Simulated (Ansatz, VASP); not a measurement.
# LaBRh3 in two plane-wave programs, part 2 of 2

Aim: how closely do two programs agree when they are given the same cell, functional and k mesh? The cell is taken from a series of runs on this material, whose earlier steps may have relaxed, scaled, displaced or heated it; both programs get it as it stands.

VASP 6.6.1 and Ansatz 0.2.0.

So far: The starting structure; VASP: relaxation of cell and atoms, PBEsol.

## 3. Ansatz: relaxation of cell and atoms, PBEsol

Level of this step: Ansatz beside VASP: Kohn-Sham DFT, plane waves, PBEsol (Ansatz).

Ansatz runs on its PAW soft_1 files.

The same cell, functional, mesh and smearing now go to Ansatz, which takes its cutoff from its data sets.

File input.yaml:

```yaml
crystal:
  lattice:
    - [4.2237204908, 0.0, 0.0]
    - [0.0, 4.2237204908, 0.0]
    - [0.0, 0.0, 4.2237204908]
  atoms:
    - { symbol: La, position: [0.0, 0.0, 0.0] }
    - { symbol: B, position: [0.5, 0.5, 0.5] }
    - { symbol: Rh, position: [0.0, 0.5, 0.5] }
    - { symbol: Rh, position: [0.5, 0.0, 0.5] }
    - { symbol: Rh, position: [0.5, 0.5, 0.0] }
kpoints:
  mp_grid: { grid: [8, 8, 8] }
hamiltonian:
  xc: pbesol
  pseudopotentials: { kind: paw, azcp: { folder: soft_1 }, xc_functional: pbe }
scf:
  occupations: { method: methfessel_paxton, width: 0.2 }
output:
  forces: true
  stress: true
  eigenvalues: true
relax:
  adjacent_minimum: "off"
  f_tol: 0.001
  max_steps: 60
  cell: { stress_tol: 0.01 }
```

Started as:

```console
ansatz run input.yaml --threads 4 --pin off --max-ram 10240MiB --backend cpu --events-out ev --progress --plain --runs-dir out
```

Numbers of over 12 decimals in the logs are rounded to 6 here.

The program printed:

```text
Engine: ansatz 0.2.0, aarch64-unknown-linux-gnu
Pseudopotentials: kind: paw
Pseudopotential: La, paw, valence charge 11, recommended cutoff 420 eV (normal), soft_1/La.paw.azcp
Pseudopotential: B, paw, valence charge 3, recommended cutoff 420 eV (normal), soft_1/B.paw.azcp
Pseudopotential: Rh, paw, valence charge 17, recommended cutoff 420 eV (normal), soft_1/Rh.paw.azcp
Functional definition: PBEsol
  exchange = pbesol_x
  correlation = pbesol_c
Crystal: 5 atoms, lattice volume = 75.350 Å³
Basis set: ecut = 420 eV, 1419 PW (Γ), exchange–correlation on 60×60×60 points (8 copies of the dense FFT grid, shifted against one another)
Bands: 39, of which v1, the nominal top of the filled ones, is band 33 counted from 1 (32 counted from 0)
Symmetry: 48 space group operations
Space group: Pm-3m (ITA 221), of the structure as read, at distance tolerance 4.2e-5 Å
k-points: 35 of 512
Non-local potential: La, projectors of the file, l = 0: 3, l = 1: 2, l = 2: 2, l = 3: 3
Non-local potential: B, projectors of the file, l = 0: 2, l = 1: 2, l = 2: 1
Non-local potential: Rh, projectors of the file, l = 0: 3, l = 1: 2, l = 2: 2, l = 3: 1
PAW form: soft (Blöchl's): semilocal exchange-correlation on the pseudo side does not see the compensation charge
PAW frozen core: La, regenerated for the run's functional, and the local potential with it (the file was generated under x = pbe(κ = 0.804, μ = 0.219515), c = pbe(β = 0.066725))
PAW frozen core: B, regenerated for the run's functional, and the local potential with it (the file was generated under x = pbe(κ = 0.804, μ = 0.219515), c = pbe(β = 0.066725))
PAW frozen core: Rh, regenerated for the run's functional, and the local potential with it (the file was generated under x = pbe(κ = 0.804, μ = 0.219515), c = pbe(β = 0.066725))
PAW one-centre angular grid: La, 590 points (default); XC on 64 Gauss nodes
PAW one-centre angular grid: B, 110 points (default); XC on 64 Gauss nodes
PAW one-centre angular grid: Rh, 590 points (default); XC on 64 Gauss nodes
Initial density: superposition of atomic densities (chi_scale 0.1, normalization cell, long waves kept (reshape's long-wave potential 0.00 eV rms))
Initial wavefunctions: pseudopotential atomic-orbital guess
Functional: x = pbesol(κ = 0.804, μ = 0.123457), c = pbesol(β = 0.046)
SCF iter   1: F=—  HF=-25345.093490 eV  |F-HF|=—  |Δ(HF+E_count)|=         —  Δρ=3.68e-1  dr2=1.85e2  ethr=3.10e-3  ⟨swp⟩=4.2  Hψ=10541  notcnv=0
automatic band count: the SCF goes on with 45 bands, as 39 were too few: the levels above may hold too much charge
preconditioner: auto → Kerker (q_TF=auto, 2.662 Å⁻¹)  [metal: Δε(μ)=0.009 eV  Ē_g=6.653 eV  σ=0.200 eV  W_gap=0.04  n_scr=26 (ndim 8)  ℏωp=26.7 eV  f_vac=0.000  D(μ)=14.38/eV (n_scr^D=250)]
SCF iter   2: F=—  HF=-25336.636441 eV  |F-HF|=—  |Δ(HF+E_count)|=    8.46e0  S|Δr|=    0.00e0  Δρ=1.55e-1  dr2=3.32e1  ethr=3.10e-3  ⟨swp⟩=3.2  Hψ=3449  notcnv=0  defer=37
SCF iter   3: F=—  HF=-25335.065818 eV  |F-HF|=—  |Δ(HF+E_count)|=    1.57e0  S|Δr|=    0.00e0  Δρ=8.21e-2  dr2=7.92e0  ethr=3.10e-3  ⟨swp⟩=2.7  Hψ=2667  notcnv=0  defer=35
SCF iter   4: F=—  HF=-25334.477908 eV  |F-HF|=—  |Δ(HF+E_count)|=   5.88e-1  S|Δr|=    0.00e0  Δρ=4.75e-2  dr2=2.61e0  ethr=3.10e-3  ⟨swp⟩=2.1  Hψ=2098  notcnv=0  defer=36
SCF iter   5: F=—  HF=-25334.214626 eV  |F-HF|=—  |Δ(HF+E_count)|=   2.63e-1  S|Δr|=    0.00e0  Δρ=3.18e-2  dr2=1.21e0  ethr=3.10e-3  ⟨swp⟩=2.1  Hψ=1919  notcnv=0  defer=35
SCF iter   6: F=—  HF=-25334.030431 eV  |F-HF|=—  |Δ(HF+E_count)|=   1.84e-1  S|Δr|=    0.00e0  Δρ=1.93e-2  dr2=4.57e-1  ethr=1.86e-3  ⟨swp⟩=2.4  Hψ=1946  notcnv=0  defer=35
SCF iter   7: F=—  HF=-25333.908979 eV  |F-HF|=—  |Δ(HF+E_count)|=   1.21e-1  S|Δr|=    0.00e0  Δρ=5.51e-3  dr2=3.67e-2  ethr=7.03e-4  ⟨swp⟩=2.8  Hψ=3002  notcnv=0  defer=76
SCF iter   8: F=—  HF=-25333.897710 eV  |F-HF|=—  |Δ(HF+E_count)|=   1.13e-2  S|Δr|=    0.00e0  Δρ=6.17e-4  dr2=1.74e-4  ethr=5.64e-5  ⟨swp⟩=2.3  Hψ=2581  notcnv=0  defer=134
SCF iter   9: F=—  HF=-25333.897801 eV  |F-HF|=—  |Δ(HF+E_count)|=   9.10e-5  S|Δr|=    0.00e0  Δρ=5.64e-4  dr2=3.85e-4  ethr=2.68e-7  ⟨swp⟩=2.1  Hψ=2581  notcnv=0  defer=134
SCF iter  10: F=—  HF=-25333.897686 eV  |F-HF|=—  |Δ(HF+E_count)|=   1.16e-4  S|Δr|=    0.00e0  Δρ=1.11e-4  dr2=1.48e-5  ethr=2.68e-7  ⟨swp⟩=2.0  Hψ=2097  notcnv=0  defer=139
SCF iter  11: F=—  HF=-25333.897719 eV  |F-HF|=—  |Δ(HF+E_count)|=   3.38e-5  S|Δr|=    0.00e0  Δρ=1.29e-5  dr2=2.03e-7  ethr=2.27e-8  ⟨swp⟩=2.0  Hψ=2275  notcnv=0  defer=152
SCF iter  12: F=-25333.897719 eV  HF=-25333.897719 eV  |F-HF|=2.95e-9  |Δ(HF+E_count)|=   6.59e-8  S|Δr|=    0.00e0  Δρ=2.10e-6  dr2=4.20e-9  ethr=1.54e-10  ⟨swp⟩=10.9  Hψ=7355  notcnv=0
SCF 1 converged in 12 iterations: F = -25333.897719 eV  dr2 = 4.20e-9
[...]
Initial density: handed on by an earlier stage of this run
Initial wavefunctions: those handed on with the density
iter 1 solved again at ethr=2.00e-8 eV; its pass at ethr=3.10e-3 eV (dr2=1.30e-5 eV) is discarded
SCF iter   1: F=—  HF=-25333.897711 eV  |F-HF|=—  |Δ(HF+E_count)|=         —  Δρ=1.07e-4  dr2=1.35e-5  ethr=2.00e-8  ⟨swp⟩=2.5  Hψ=6377  notcnv=0
preconditioner: auto → Kerker (q_TF=auto, 2.662 Å⁻¹)  [metal: Δε(μ)=0.026 eV  Ē_g=8.021 eV  σ=0.200 eV  W_gap=0.11  n_scr=26 (ndim 8)  ℏωp=26.7 eV  f_vac=0.000  D(μ)=4.08/eV (n_scr^D=32)]
SCF iter   2: F=—  HF=-25333.897736 eV  |F-HF|=—  |Δ(HF+E_count)|=   2.45e-5  S|Δr|=    0.00e0  Δρ=4.74e-5  dr2=2.77e-6  ethr=2.00e-8  ⟨swp⟩=1.1  Hψ=1580  notcnv=0
SCF iter   3: F=—  HF=-25333.897741 eV  |F-HF|=—  |Δ(HF+E_count)|=   5.55e-6  S|Δr|=    0.00e0  Δρ=1.01e-5  dr2=7.22e-8  ethr=4.26e-9  ⟨swp⟩=2.0  Hψ=2056  notcnv=0
SCF iter   4: F=-25333.897741 eV  HF=-25333.897741 eV  |F-HF|=4.42e-9  |Δ(HF+E_count)|=   2.07e-8  S|Δr|=    0.00e0  Δρ=2.01e-6  dr2=5.57e-9  ethr=1.31e-11  ⟨swp⟩=5.1  Hψ=5257  notcnv=0
SCF 2 converged in 4 iterations: F = -25333.897741 eV  dr2 = 5.57e-9
  greatest PAW one-centre occupation: 0.999 electrons in one spin orbital (limit 2), on the Rh atom at site 3 (counted from 0), in its partial waves of l = 0
relax step   2: F+E_penalty+E_count = -25333.89774126 eV  Δ(F+E_penalty+E_count) = -2.199e-5 eV  max|allowed force component| = 1.325e-29 eV/Å  Δτ_max = 0.0000 Å  P = +0.032 GPa  Ω = 75.314 Å³  energy of the carried Pulay correction = +1.901e-5 eV  (4 SCF iters, dr2 threshold 8.53e-9 eV, accepted)
[...]
relax step   3: F+E_penalty+E_count = -25333.89773581 eV  Δ(F+E_penalty+E_count) = +5.455e-6 eV  max|allowed force component| = 7.236e-29 eV/Å  Δτ_max = 0.0000 Å  P = +0.000 GPa  Ω = 75.327 Å³  energy of the carried Pulay correction = +1.223e-5 eV  (4 SCF iters, dr2 threshold 2.63e-9 eV, accepted)
[...]
relax step   4: F+E_penalty+E_count = -25333.89771656 eV  Δ(F+E_penalty+E_count) = +1.925e-5 eV  max|allowed force component| = 1.243e-28 eV/Å  Δτ_max = 0.0000 Å  P = -0.000 GPa  Ω = 75.327 Å³  stress off target by 1.10e-5 GPa  SCF on the basis re-selected at this cell (its energy is not comparable with the rows above)  (5 SCF iters)
basis re-selected at this cell: Δ(F+E_penalty+E_count) = +1.925e-5 eV, ΔP = -0.000 GPa vs the last step (what re-selecting the basis moved, of the pressure what is left beyond the Pulay correction that the steps carried, after the strain that the cell walked since its last selection, with what the two solves' SCF thresholds leave and, on support functions, any second-order correction that the steps lacked; it is no m [...]
SCF converged after 5 iterations
Stability not checked: this state was not tested for a lower state beside it, because cold or Methfessel-Paxton smearing, or corrected tetrahedra, fill the levels in a way that the test cannot read (fill_not_monotonic; see scf.lower_state_search)
Free energy (F): -25333.897717 eV
Harris-Foulkes:  -25333.897717 eV  (|F-HF|=7.28e-12)
Internal energy: -25333.886213 eV  (E = F + TS)
E sigma→0 (E₀):  -25333.894841 eV
Entropy (-TS):   -0.011504 eV (-2.301 meV/atom)
Fermi energy:    18.038842 eV
--- Per-component energies (eV) ---
  E_band       = -368.238919
  E_kinetic    = 1855.565979
  E_local      = -5844.227101  (includes V_loc(G=0)·N_el)
  E_nonlocal   = 1003.754780
  E_hartree    = 2255.592224
  E_xc         = -778.879692
  E_vxc        = -944.560741  (∫ρ·V_xc dr)
  E_paw        = -16027.696684  (= ΣΔE_a)
  E_vpaw       = -949.956527  (= ΣTr[D̂ρ^β])
  E_aug_tail   = 0.000233  (compensation charges beyond the density's cutoff)
  E_ewald      = -7799.008301
  E_core_change = 1.012349  (= ΣΔE_core)
  E_smearing   = -0.011504  (= −TS)
  E_closure    = -0.000000  (closes the sum)
  Σ components = -25333.897717   (vs F -25333.897717, Δ=0.00e0)
--- Forces (eV/Å), atoms counted from 1 ---
  atom   1  La     0.00000000     0.00000000     0.00000000
  atom   2  B     -0.00000000    -0.00000000     0.00000000
  atom   3  Rh    -0.00000000     0.00000000    -0.00000000
  atom   4  Rh     0.00000000    -0.00000000     0.00000000
  atom   5  Rh     0.00000000     0.00000000     0.00000000
  max |Σ_I F_I| component: 3.04e-28 eV/Å
--- Stress (GPa, compression-positive) ---
       -0.000011      -0.000000       0.000000
       -0.000000      -0.000011      -0.000000
        0.000000      -0.000000      -0.000011
  P = ⅓ Tr σ = -0.0000 GPa (-0.000 kbar)
--- Band table (eV; the first three rows and the last of 35) ---
  k-point 0: bands = [... 29 lower, 17.4638, 17.4638, 18.2514, 18.2824, 18.2824, 18.2824, 21.4439, 21.4439, ... 8 higher]
  k-point 1: bands = [... 29 lower, 16.9941, 17.7516, 18.1334, 18.2827, 18.7711, 18.7711, 21.4298, 21.4518, ... 8 higher]
  k-point 2: bands = [... 29 lower, 16.7810, 17.6208, 17.8035, 18.2835, 19.4018, 19.4018, 21.3961, 21.4865, ... 8 higher]
  k-point 34: bands = [... 29 lower, 18.1109, 18.1109, 18.1109, 20.1340, 20.1340, 20.1340, 20.8346, 20.8346, ... 8 higher]
--- Relaxed structure (3 steps of the walk, 3 accepted, 1 SCFs on fresh bases) ---
  F+E_penalty+E_count = -25333.89771656 eV   max|allowed force component| = 1.243e-28 eV/Å   (the final SCF, on the basis selected at the relaxed cell)
  cell:  # Å, volume = 75.3268 Å³
    - [4.223279, 0, 0.0]
    - [0, 4.223279, 0]
    - [0.0, 0, 4.223279]
  atoms:
    - { symbol: La, position: [0, 0, 0] }
    - { symbol: B, position: [0.500000, 0.500000, 0.500000] }
    - { symbol: Rh, position: [0, 0.500000, 0.500000] }
    - { symbol: Rh, position: [0.500000, 0, 0.500000] }
    - { symbol: Rh, position: [0.500000, 0.500000, 0] }
```

## 4. Differences

Known differences besides the potentials themselves: the data sets hold 65 valence electrons in Ansatz (on its PAW soft_1 files) and 59 in VASP; the cutoff is 420 eV in Ansatz and 500 eV in VASP; Ansatz makes its cores anew for this functional, VASP keeps those of its PBE data sets; Ansatz adds a Pulay correction to the stress that steers its cell, VASP none. Total energies have different zeros and are not compared.

Compared:

| quantity | Ansatz | VASP | difference |
| --- | --- | --- | --- |
| volume (Å³) | 75.33 | 75.33 | +0.00 % |
| edge a after relaxation, in the typed setting (Å) | 4.223 | 4.223 | +0.00 % |

## 5. What came out

```yaml
difference_in_volume_relaxation_of_cell_and_atoms_pbesol: 3.7e-4 %
```

**Reading.** The difference in volume is 3.7e-4 % (relaxation of cell and atoms, PBEsol), within the 1.2 % picked in this series as the mark of a large difference, as far as the stopping tolerances let one tell. The data sets hold unlike numbers of valence electrons (65 in Ansatz and 59 in VASP), so part of the differences comes from the potentials. 1 further run of this series is not shown here. How closely two codes agree says nothing of how well the functional describes the real material.

[Lines on the potential files, build, host, timing and source positions are cut from VASP's logs without a mark.]

[Logs are printed without paths, hosts, clocks, repeated set-up lines and the standing remarks that a program may print on its own settings, such as how far it seeks lower states.]

[Hosts, paths, dates, database ids (printed as entryN), source tags and the programs' standing remarks are cut or masked in the printed files.]
